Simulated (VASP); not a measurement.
Write the native input for VASP 6.6.1 that does the following.

```yaml
Task: single point
Functional: LDA
Potentials_or_basis: VASP PAW LDA potentials, release 64 (C)
Cutoff: 520 eV
k_mesh: 21 × 21 × 6
Occupations: gaussian, width 0.1 eV
Spin: no spin polarisation
Dipole_correction: no
Further_INCAR_settings: ALGO = Fast; EDIFF = 1e-06; NBANDS = 16
```

The structure of C lies in POSCAR:

```
C
1.0
    2.4449094565      0.0000000000      0.0000000000
   -1.2224547283      2.1173536993      0.0000000000
    0.0000000000      0.0000000000      6.6497357286
C
4
Direct
    0.0000000000      0.0000000000      0.2500000000
    0.0000000000      0.0000000000      0.7500000000
    0.3333333333      0.6666666667      0.2500000000
    0.6666666667      0.3333333333      0.7500000000
```

The input as run:

INCAR

```
SYSTEM = C
PREC = Accurate
ENCUT = 520
EDIFF = 1E-6
ISMEAR = 0
SIGMA = 0.1
LREAL = .FALSE.
LASPH = .TRUE.
NELM = 100
ALGO = Fast
ISIF = 2
LWAVE = .FALSE.
LCHARG = .FALSE.
GGA = CA
NBANDS = 16
```

KPOINTS

```
regular mesh
0
G
  21 21 6
  0 0 0
```

Potentials or basis: VASP PAW LDA potentials, release 64 (C).

Launch:

```sh
$ cat potpaw_LDA.64/C/POTCAR > POTCAR
$ mpirun -np 1 vasp_std > vasp.out
```

Results of the run:

* Pressure: 0.8 GPa
* Band gap on the k mesh: none (metal or under the smearing width)

Run time: 38 s on 1 thread of Intel(R) Xeon(R) 6975P-C (Granite Rapids), with other jobs on the host, peak memory 0.18 GiB.
